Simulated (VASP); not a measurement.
Computed with PBE GGA with D3 dispersion (zero damping), VASP's PBE PAW potentials (set 64) (plane waves; VASP).

The input files of a VASP run:

**KPOINTS**
```
Automatic mesh
0
Gamma
12 12 12
0 0 0
```

### POSCAR
```
BN
1
    0.0000000000     1.8079493822     1.8079493822
    1.8079493822     0.0000000000     1.8079493822
    1.8079493822     1.8079493822     0.0000000000
B N
1 1
Direct
  0.0000000000   0.0000000000   0.0000000000
  0.2500000000   0.2500000000   0.2500000000
```

### INCAR
```
ALGO = Normal
EDIFF = 1E-7
ENCUT = 520
GGA = PE
ISIF = 2
ISMEAR = 0
IVDW = 11
LASPH = T
LCHARG = F
LREAL = F
LWAVE = F
NELM = 100
PREC = Accurate
SIGMA = 0.05
SYSTEM = BN
```

POTCAR, in this order: B N (PBE.64 set). Program: vasp_std.

Problem. What does the run give for the energy per atom (σ→0), dispersion energy, band gap (on the k-mesh)?

Solution. 
The energy per atom (σ→0) is -8.863 eV/atom and the dispersion energy is -0.275 eV. The band gap (on the k-mesh) comes out as 4.46 eV.

OSZICAR:
```
...
DAV:   7    -0.174642958400E+02    0.73283E-01   -0.94643E-02  1496   0.301E+00    0.191E+00
DAV:   8    -0.174496850735E+02    0.14611E-01   -0.41609E-02  1360   0.187E+00    0.193E-01
DAV:   9    -0.174499007483E+02   -0.21567E-03   -0.55857E-04  1240   0.256E-01    0.758E-02
DAV:  10    -0.174499753952E+02   -0.74647E-04   -0.13733E-04  1640   0.119E-01    0.155E-02
DAV:  11    -0.174499801010E+02   -0.47058E-05   -0.75084E-06  1304   0.270E-02    0.668E-03
DAV:  12    -0.174499801029E+02   -0.18929E-08   -0.13143E-06  1392   0.955E-03    0.461E-04
DAV:  13    -0.174499801252E+02   -0.22301E-07   -0.26735E-08   600   0.185E-03
   1 F= -.17725391E+02 E0= -.17725391E+02  d E =-.840948E-15
```

The compound is BN in the zinc blende structure. It was relaxed first.
